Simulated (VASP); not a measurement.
An input for Quantum ESPRESSO's pw.x (written as the equivalent of a VASP run, and not itself run):

```
&CONTROL
  calculation = 'scf'
  pseudo_dir = './pseudo'
  outdir = './out'
  tprnfor = .true.
  tstress = .true.
/
&SYSTEM
  ibrav = 0
  nat = 2
  ntyp = 2
  ecutwfc = 82
  occupations = 'smearing'
  smearing = 'fermi-dirac'
  degauss = 0.009996
  input_dft = 'pz'
/
&ELECTRONS
  conv_thr = 7.3e-08
  electron_maxstep = 100
/
ATOMIC_SPECIES
  W 183.840 W.upf
  C 12.011 C.upf
CELL_PARAMETERS angstrom
     1.4579100   -2.5251740    0.0000000
     1.4579100    2.5251740    0.0000000
     0.0000000    0.0000000    2.8456800
ATOMIC_POSITIONS crystal
  W   -0.0071520 -0.0024750  0.0099320
  C    0.3404860  0.6691410  0.4900680
K_POINTS automatic
  10 10 9 0 0 0
```

Q: Write the VASP files for the same calculation (LDA).

A: Several could match; the one computed here: 
**INCAR**
```
# general
SYSTEM   =  WC
PREC     =  Accurate
ENCUT    =  400   # plane-wave cut-off (eV)
LREAL    =  .False.
LASPH    =  .True.

# electronic loop
EDIFF    =  1E-6   # SCF stop (eV)
NELM     =  100   # most electronic steps
ALGO     =  Normal
LMAXMIX  =  6   # l cut-off of mixed one-centre charges

# smearing
ISMEAR   =  -1
SIGMA    =  0.136

# ions
ISIF     =  2

# output
LWAVE    =  .False.
LCHARG   =  .False.
```

KPOINTS:
```
Automatic mesh
0
Gamma
10 10 9
0 0 0
```

POSCAR:
```
WC
1
    1.4579100000    -2.5251740000     0.0000000000
    1.4579100000     2.5251740000     0.0000000000
    0.0000000000     0.0000000000     2.8456800000
W C
1 1
Direct
 -0.0071520000  -0.0024750000   0.0099320000
  0.3404860000   0.6691410000   0.4900680000
```

POTCAR, in this order: W_sv C (LDA.64 set). Program: vasp_std.

The two are equivalent in intent, not identical: the potentials are each code's own (VASP's PAW set, PseudoDojo norm-conserving files in pw.x), so ENCUT and ecutwfc are chosen apart and not converted; conv_thr bounds pw.x's estimated SCF error, while EDIFF bounds the energy change between steps.

The structure is a typed WC crystal (P-6m2). The cell was not relaxed at this level, atoms are displaced from their ideal sites.
